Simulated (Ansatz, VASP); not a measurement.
# SiO2 in two plane-wave programs, part 2 of 2

Aim: how closely do two programs agree when they are given the same cell, functional and k mesh? The cell is taken from a series of runs on this material, whose earlier steps may have relaxed, scaled, displaced or heated it; both programs get it as it stands. Other levels of theory on this material are compared in a session of their own.

VASP 6.6.1 and Ansatz 0.2.0.

So far: Starting point; Ansatz: relaxation of cell and atoms, LDA; VASP: relaxation of cell and atoms, LDA.

## (3) VASP: relaxation of cell and atoms, LDA (continued)

Level of this step: LDA; plane waves and PAW (O, Si) (VASP).

Numbers of over 12 decimals in the logs are rounded to 6 here.

From OUTCAR (step 3):

```text
ion  position               nearest neighbor table
   1  0.694  0.694  0.000-   5 1.75   5 1.75   6 1.80
   2  0.194  0.806  0.500-   6 1.75   6 1.75   5 1.80
   3  0.306  0.306  0.000-   5 1.75   5 1.75   6 1.80
   4  0.806  0.194  0.500-   6 1.75   6 1.75   5 1.80
   5  0.500  0.500  0.500-   1 1.75   3 1.75   1 1.75   3 1.75   2 1.80   4 1.80
   6  0.000  0.000  0.000-   2 1.75   4 1.75   2 1.75   4 1.75   3 1.80   1 1.80

  LATTYP: Found a simple tetragonal cell.
 ALAT       =     4.1548620000
 C/A-ratio  =     0.6405589403

 Subroutine GETGRP returns: Found 16 space group operations
 (whereof  8 operations were pure point group operations)

The static configuration has the point symmetry D_2h.
 The point group associated with its full space group is D_4h.

 Found     75 irreducible k-points:

   k-points           NKPTS =     75   k-points in BZ     NKDIM =     75   number of bands    NBANDS=     22

   dimension x,y,z NGX =    36 NGY =   36 NGZ =   24
   dimension x,y,z NGXF=    72 NGYF=   72 NGZF=   48

   ENCUT  =  600.0 eV  44.10 Ry    6.64 a.u.   8.30  8.30  5.32*2*pi/ulx,y,z

   NELECT =      32.0000    total number of electrons

 k-points in reciprocal lattice and weights: Automatic mesh
   0.00000000  0.00000000  0.00000000       0.002
   0.12500000  0.00000000  0.00000000       0.008
   0.25000000  0.00000000  0.00000000       0.008
   0.37500000  0.00000000  0.00000000       0.008
   0.50000000  0.00000000  0.00000000       0.004
   0.12500000  0.12500000  0.00000000       0.008
   0.25000000  0.12500000  0.00000000       0.016
   0.37500000  0.12500000  0.00000000       0.016
   0.50000000  0.12500000  0.00000000       0.008
[...]
0.50000000  0.37500000  0.50000000       0.008
   0.50000000  0.50000000  0.50000000       0.002

 average (electrostatic) potential at core
       1 -67.6246       2 -67.6246       3 -67.6246       4 -67.6246       5 -82.5740
       6 -82.5740

 E-fermi :  11.1972

 k-point     1 :       0.0000    0.0000    0.0000
  band No.  band energies     occupation
    ...
     12       5.0482      2.00000
     13       5.7285      2.00000
     14       7.3862      2.00000
     15       7.3862      2.00000
     16       8.2941      2.00000
     17      14.1003      0.00000
     18      14.7097      0.00000
     19      16.6328      0.00000
     20      16.6328      0.00000
     21      19.0342      0.00000
    ...

 k-point     2 :       0.1250    0.0000    0.0000
  band No.  band energies     occupation
    ...
     12       5.0860      2.00000
     13       5.7575      2.00000
     14       7.0417      2.00000
     15       7.3584      2.00000
     16       8.1667      2.00000
     17      14.3453      0.00000
     18      14.8572      0.00000
     19      16.6496      0.00000
     20      16.6888      0.00000
     21      19.3332      0.00000
    ...

 k-point     3 :       0.2500    0.0000    0.0000
  band No.  band energies     occupation
    ...
     12       5.1930      2.00000
     13       5.7587      2.00000
     14       6.1808      2.00000
     15       7.2847      2.00000
     16       7.8224      2.00000
     17      14.9330      0.00000
     18      15.2697      0.00000
     19      16.8294      0.00000
     20      16.8361      0.00000
     21      19.6892      0.00000
    ...

  Total        0.0215759      0.0215759     -0.0049040      0.0000000      0.0000000      0.0000000
  in kB        0.7523198      0.7523198     -0.1709948      0.0000000      0.0000000      0.0000000
  external PRESSURE =       0.4445483 kB  Pullay stress =       0.0000000 kB

  energy-cutoff  :      600.00
  volume of cell :       45.95
      direct lattice vectors                 reciprocal lattice vectors
     4.152156838  0.000000000  0.000000000     0.240838687  0.000000000  0.000000000
    -0.000000000  4.152156838  0.000000000    -0.000000000  0.240838687  0.000000000
     0.000000000  0.000000000  2.665203803     0.000000000  0.000000000  0.375205828

 POSITION                                       TOTAL-FORCE (eV/Angst)
 -----------------------------------------------------------------------------------
      2.88412      2.88412      2.66520         0.001605      0.001605      0.000000
      0.80804      3.34411      1.33260         0.001605     -0.001605      0.000000
      1.26803      1.26803      0.00000        -0.001605     -0.001605      0.000000
      3.34411      0.80804      1.33260        -0.001605      0.001605      0.000000
      2.07608      2.07608      1.33260        -0.000000      0.000000      0.000000
      4.15216      0.00000      0.00000         0.000000      0.000000      0.000000
 -----------------------------------------------------------------------------------
    total drift:                                0.000000      0.000000      0.000000

  FREE ENERGIE OF THE ION-ELECTRON SYSTEM (eV)
  ---------------------------------------------------
  free  energy   TOTEN  =       -52.0437986715 eV

  energy  without entropy=      -52.0437986715  energy(sigma->0) =      -52.04379867

 reached required accuracy - stopping structural energy minimisation

 total charge
# of ion       s       p       d       tot
------------------------------------------
    1        1.536   3.687   0.000   5.223
    2        1.536   3.687   0.000   5.223
    3        1.536   3.687   0.000   5.223
    4        1.536   3.687   0.000   5.223
    5        0.595   0.902   0.000   1.497
    6        0.595   0.902   0.000   1.497
--------------------------------------------------
tot          7.335  16.553   0.000  23.887

[... 3 further parts left out ...]
```

CONTCAR:

```
SiO2
   1.00000000000000
     4.1521568384359204    0.0000000000000000    0.0000000000000000
    -0.0000000000000000    4.1521568384359204    0.0000000000000000
     0.0000000000000000    0.0000000000000000    2.6652038031335237
  O               Si
     4     2
Direct
     0.6946081590661402    0.6946081590661402    1.0000000000000000
     0.1946081590661401    0.8053918409338598    0.5000000000000000
     0.3053918409338599    0.3053918409338599    0.0000000000000000
     0.8053918409338598    0.1946081590661401    0.5000000000000000
     0.5000000000000000    0.5000000000000000    0.5000000000000000
     1.0000000000000000    0.0000000000000000    0.0000000000000000
```

The run keeps the 16 symmetry operations of its start, so it cannot find a distortion of lower symmetry.

## (4) Differences

Known differences besides the potentials themselves: fixed occupations in Ansatz, narrow Gaussian smearing in VASP; the cutoff is 420 eV in Ansatz and 600 eV in VASP; VASP's log shows a relativistic correction to its local exchange, Ansatz's none; Ansatz adds a Pulay correction to the stress that steers its cell, VASP none. Total energies have different zeros and are not compared.

The two programs side by side:

| quantity | Ansatz | VASP | difference |
| --- | --- | --- | --- |
| volume (Å³) | 45.94 | 45.95 | -0.01 % |
| edge a after relaxation, in the typed setting (Å) | 4.155 | 4.152 | +0.07 % |
| edge c after relaxation, in the typed setting (Å) | 2.661 | 2.665 | -0.15 % |

## (5) What came out

- difference in edge c after relaxation, in the typed setting (relaxation of cell and atoms, LDA): -0.15 %

In words: The difference in edge c after relaxation, in the typed setting is -0.15 % (relaxation of cell and atoms, LDA), within the 1.2 % picked in this series as the mark of a large difference, as far as the stopping tolerances let one tell. 12 further runs of this series are not shown here. Such differences can come from data sets, numerical settings and the points named under the comparisons, not from the functional's error against experiment.

[Lines on the potential files, build, host, timing and source positions are cut from VASP's logs without a mark.]

[Logs are printed without paths, hosts, clocks, repeated set-up lines and the standing remarks that a program may print on its own settings, such as how far it seeks lower states.]

[Hosts, paths, dates, database ids (printed as entryN), source tags and the programs' standing remarks are cut or masked in the printed files.]
